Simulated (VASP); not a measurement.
# Sc2B5F (P4/mmm) in VASP: single point with PBE

Aim: the single point of Sc2B5F with PBE.

Program: VASP 6.6.1. These are calculated values, not measurements. Logs are shortened: lines on timing, memory, paths and dates and some standing lists are left out, and cuts for length are marked.

## 1. The cell of the first run

It takes space group P4/mmm (No. 123, tetragonal). The conventional cell has a = 5.147 Å, b = 5.147 Å, c = 3.554 Å, α = 90.00°, β = 90.00°, γ = 90.00°. Sc (site symmetry mmm) has 10 B at 2.57 to 2.63 Å as nearest neighbours. B (site symmetry 4/mmm) has 2 F at 1.78 Å as nearest neighbours. B (site symmetry m2m) has 2 B at 1.63 Å as nearest neighbours. F (site symmetry 4/mmm) is surrounded by 2 B at 1.78 Å.

The cell was built by a generator and needn't be a form met in nature.

## 2. Single point, PBE (species swapped into the Rb2MnF5 type (P4/mmm, No. 123))

File INCAR:

```
SYSTEM = Sc2B5F
  ALGO = Fast
  EDIFF = 1E-6
  ENCUT = 520
  GGA = PE
  ISIF = 2
  ISMEAR = 0
  LASPH = .TRUE.
  LCHARG = .FALSE.
  LREAL = .FALSE.
  LWAVE = .FALSE.
  NBANDS = 32
  NELM = 100
  PREC = Accurate
  SIGMA = 0.1
```

File KPOINTS:

```
k-points
0
G
  8 8 10
  0 0 0
```

File POSCAR:

```
Sc2B5F
1.0
    5.1469363350      0.0000000000      0.0000000000
    0.0000000000      5.1469363350      0.0000000000
    0.0000000000      0.0000000000      3.5542764885
Sc B F
2 5 1
Direct
    0.0000000000      0.5000000000      0.5000000000
    0.5000000000      0.0000000000      0.5000000000
    0.0000000000      0.0000000000      0.5000000000
    0.6588063763      0.6588063763      0.0000000000
    0.3411936237      0.6588063763      0.0000000000
    0.3411936237      0.3411936237      0.0000000000
    0.6588063763      0.3411936237      0.0000000000
    0.0000000000      0.0000000000      0.0000000000
```

Potentials or basis: VASP PAW PBE potentials, release 64 (Sc_sv, B, F).

Run with:

```sh
> cat potpaw_PBE.64/Sc_sv/POTCAR potpaw_PBE.64/B/POTCAR potpaw_PBE.64/F/POTCAR > POTCAR
> mpirun -np 1 vasp_std > vasp.out
```

OUTCAR:

```text
SYSTEM = Sc2B5F
   EDIFF = 1E-6
   ENCUT = 520
   GGA = PE
   ISIF = 2
   ISMEAR = 0
   LASPH = .TRUE.
   LREAL = .FALSE.
   NELM = 100
   PREC = Accurate

 ion  position               nearest neighbor table
   1  0.000  0.500  0.500-   3 2.57   3 2.57   5 2.63   6 2.63   7 2.63   4 2.63   5 2.63   6 2.63
                             7 2.63   4 2.63
   2  0.500  0.000  0.500-   3 2.57   3 2.57   5 2.63   6 2.63   7 2.63   4 2.63   5 2.63   6 2.63
                             7 2.63   4 2.63
   3  0.000  0.000  0.500-   8 1.78   8 1.78   1 2.57   2 2.57   1 2.57   2 2.57
   4  0.659  0.659  0.000-   5 1.63   7 1.63   1 2.63   2 2.63   1 2.63   2 2.63
   5  0.341  0.659  0.000-   4 1.63   6 1.63   1 2.63   2 2.63   1 2.63   2 2.63
   6  0.341  0.341  0.000-   5 1.63   7 1.63   1 2.63   2 2.63   1 2.63   2 2.63
   7  0.659  0.341  0.000-   4 1.63   6 1.63   1 2.63   2 2.63   1 2.63   2 2.63
   8  0.000  0.000  0.000-   3 1.78   3 1.78

  LATTYP: Found a simple tetragonal cell.
 ALAT       =     5.1469363350
 C/A-ratio  =     0.6905615802

  Lattice vectors:

 A1 = (   5.1469363350,   0.0000000000,   0.0000000000)
 A2 = (   0.0000000000,   5.1469363350,   0.0000000000)
 A3 = (   0.0000000000,   0.0000000000,   3.5542764885)

Analysis of symmetry for initial positions (statically):
=====================================================================
 Subroutine PRICEL returns:
 Original cell was already a primitive cell.

 Routine SETGRP: Setting up the symmetry group for a
 simple tetragonal supercell.

 Subroutine GETGRP returns: Found 16 space group operations
 (whereof 16 operations were pure point group operations)
 out of a pool of 16 trial point group operations.

The static configuration has the point symmetry D_4h.

Analysis of symmetry for dynamics (positions and initial velocities):
=====================================================================
 Subroutine PRICEL returns:
 Original cell was already a primitive cell.

 Routine SETGRP: Setting up the symmetry group for a
 simple tetragonal supercell.

 Subroutine GETGRP returns: Found 16 space group operations
 (whereof 16 operations were pure point group operations)
 out of a pool of 16 trial point group operations.

The dynamic configuration has the point symmetry D_4h.

 Subroutine INISYM returns: Found 16 space group operations
 (whereof 16 operations are pure point group operations),
 and found     1 'primitive' translations

[... 106 lines left out ...]
   EDIFF  = 0.1E-05   stopping-criterion for ELM
   LREAL  =      F    real-space projection
   EDIFFG = 0.1E-04   stopping-criterion for IOM
   NSW    =      0    number of steps for IOM
   IBRION =     -1    ionic relax: 0-MD 1-quasi-New 2-CG
   NFREE  =      0    steps in history (QN), initial steepest desc. (CG)
   ISIF   =      2    stress and relaxation
   ISYM   =      2    0-nonsym 1-usesym 2-fastsym
   POTIM  = 0.5000    time-step for ionic-motion
   TEBEG  =    0.0;   TEEND  =   0.0 temperature during run
   PSTRESS=    0.0 pullay stress
   NELECT =      44.0000    total number of electrons
   NUPDOWN=      -1.0000    fix difference up-down
   EMIN   =  10.00;   EMAX   =-10.00  energy-range for DOS
   EFERMI =   0.00;   METHOD = LEGACY
   ISMEAR =     0;   SIGMA  =   0.10  broadening in eV -4-tet -1-fermi 0-gaus
   EFERMI_NEDOS =   21; number of points for ismear=-14 and -15
   IALGO  =     68    algorithm
   IMIX   =      4    mixing-type and parameters
     AMIX     =   0.40;   BMIX     =  1.00
     AMIX_MAG =   1.60;   BMIX_MAG =  1.00
  volume/ion in A,a.u.               =      11.77        79.42
  Fermi-wavevector in a.u.,A,eV,Ry     =   1.270407  2.400721 21.958895  1.613933
  Thomas-Fermi vector in A             =   2.403396
   LORBIT       =      0    0 simple, 1 ext, 2 COOP (PROOUT), +10 PAW based schemes
   GGA     = PE    functional components
   LHFCALC =     F    Hartree Fock is set to
   AEXX    =    0.0000 exact exchange contribution
   IVDW    =     0    specifies the selected vdW correction
   LEPSILON=     F    determine dielectric tensor
   LRPA    =     F    only Hartree local field effects (RPA)
 non-spin polarized calculation
 RMM-DIIS sequential band-by-band and
 Gauss-broadening in eV      SIGMA  =   0.10
  energy-cutoff  :      520.00
  volume of cell :       94.16
 maximum number of plane-waves:      2565
 NGX is ok and might be reduce to    40
   NGX = 19   NGY = 19   NGZ = 13

 number of electron      44.0000007 magnetization

 Free energy of the ion-electron system (eV)
  ---------------------------------------------------
  ext. energy  EPLUGINS =         0.00000000
  ---------------------------------------------------
  free energy    TOTEN  =       -45.47718435 eV

  energy without entropy =      -45.45974345  energy(sigma->0) =      -45.46846390

 E-fermi :   4.4796     XC(G=0): -10.7980

 val. band max:        4.4663346887   @ k =   0.3750   0.1250   0.3000
 cond. band min:       4.4804705004   @ k =   0.5000   0.3750   0.1000
 fundamental gap:      0.0141358117
 Fermi energy:         4.4796251957

 k-point     1 :       0.0000    0.0000    0.0000
  band No.  band energies     occupation
      1     -44.7593      2.00000
      2     -44.7486      2.00000
      3     -23.4640      2.00000
      4     -23.4464      2.00000
      5     -23.4001      2.00000
      6     -23.4001      2.00000
[... 829 lines left out ...]
     31       8.2210      0.00000
     32       9.0278      0.00000

 [... further k-points ...]
[... 5 lines left out ...]
  --------------------------------------------------------------------------------------
  -------------------------------------------------------------------------------------
  Total        0.0508446      0.0508446      0.0550233      0.0000000      0.0000000     -0.0000000
  in kB        0.8651811      0.8651811      0.9362853      0.0000000      0.0000000     -0.0000000
  external PRESSURE =       0.8888825 kB  Pullay stress =       0.0000000 kB

 VOLUME and BASIS-vectors are now :
 -----------------------------------------------------------------------------
  energy-cutoff  :      520.00
  volume of cell :       94.16
      direct lattice vectors                 reciprocal lattice vectors
     5.146936335  0.000000000  0.000000000     0.194290338  0.000000000  0.000000000
     0.000000000  5.146936335  0.000000000     0.000000000  0.194290338  0.000000000
     0.000000000  0.000000000  3.554276489     0.000000000  0.000000000  0.281351213

 POSITION                                       TOTAL-FORCE (eV/Angst)
 -----------------------------------------------------------------------------------
      0.00000      2.57347      1.77714         0.000000      0.000000      0.000000
      2.57347      0.00000      1.77714         0.000000      0.000000      0.000000
      0.00000      0.00000      1.77714         0.000000      0.000000      0.000000
      3.39083      3.39083      0.00000         0.009054      0.009054      0.000000
      1.75610      3.39083      0.00000        -0.009054      0.009054     -0.000000
      1.75610      1.75610      0.00000        -0.009054     -0.009054      0.000000
      3.39083      1.75610      0.00000         0.009054     -0.009054      0.000000
      0.00000      0.00000      0.00000         0.000000      0.000000      0.000000
 -----------------------------------------------------------------------------------
    total drift:                               -0.000000     -0.000000     -0.000000

  FREE ENERGIE OF THE ION-ELECTRON SYSTEM (eV)
  ---------------------------------------------------
  free  energy   TOTEN  =       -45.4771843457 eV

  energy  without entropy=      -45.4597434540  energy(sigma->0) =      -45.46846390
```

stdout:

```text
POSCAR found type information on POSCAR ScB F
 POSCAR found :  3 types and       8 ions
 scaLAPACK will be used
 LDA part: xc-table for (Slater+PW92), standard interpolation
 POSCAR, INCAR and KPOINTS ok, starting setup
 FFT: planning ... GRIDC
 FFT: planning ... GRID_SOFT
 FFT: planning ... GRID
 WAVECAR not read
 entering main loop
```

It took 3.7 min on 1 thread of Intel Xeon Platinum 8559C (Emerald Rapids), shared host; peak memory 0.36 GiB.

What came out:

- Free energy: -45.4772 eV
- Pressure: 0.1 GPa
- Largest force: 0.013 eV/Å
- Band gap on the k mesh: none (metal or under the smearing width)

Forces on the atoms (eV/Å):
```
Sc   0.000  0.000  0.000
Sc   0.000  0.000  0.000
B    0.000  0.000  0.000
B    0.009  0.009  0.000
B   -0.009  0.009  0.000
B   -0.009 -0.009  0.000
B    0.009 -0.009  0.000
F    0.000  0.000  0.000
```
